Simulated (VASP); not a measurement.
A run of VASP 6.6.1:

POSCAR

```
Tl2W
1.0
    0.0000000000      3.5056607843      0.0000001895
    3.5056607843      0.0000000000      0.0000001895
    1.7528306747      1.7528306747     -5.2271285081
Tl W
2 1
Direct
    0.3499335278      0.3499335278      0.3001329444
    0.6500664722      0.6500664722      0.6998670556
    0.0000000000      0.0000000000      0.0000000000
```

The input INCAR.step1:

```
PREC = Accurate ; ENCUT = 520
ISMEAR = -1 ; SIGMA = 0.1
LREAL = F ; LASPH = T
NELM = 100 ; NBANDS = 27
GGA = PE ; ALGO = Normal
EDIFF = 1E-4 ; LWAVE = T
LCHARG = F
```

The input INCAR.step2:

```
PREC = Accurate ; ENCUT = 520
EDIFF = 1E-7 ; ISMEAR = -1
SIGMA = 0.1 ; LREAL = F
LASPH = T ; NELM = 100
ALGO = Normal ; ISIF = 2
LWAVE = F ; LCHARG = F
METAGGA = R2SCAN ; LMIXTAU = T
NBANDS = 27 ; ISTART = 1
```

The input KPOINTS:

```
regular mesh
0
Gamma
  9 9 9
```

Potentials or basis: VASP PAW PBE potentials, release 64 (Tl_d, W_sv).

The run is started by

```bash
$ cat potpaw_PBE.64/Tl_d/POTCAR potpaw_PBE.64/W_sv/POTCAR > POTCAR
$ cp INCAR.step1 INCAR
$ mpirun -np 1 vasp_std > vasp.out
$ cp INCAR.step2 INCAR
$ mpirun -np 1 vasp_std > vasp.out
```

Hardware: 1 thread of Intel(R) Xeon(R) Platinum 8559C (Emerald Rapids) (shared host).

How long does it take, and how much memory?

Wall time 3.8 min on 1 thread of Intel(R) Xeon(R) Platinum 8559C (Emerald Rapids) (shared host), peak memory 0.28 GiB. Counts: scf iterations 11, k points 75.
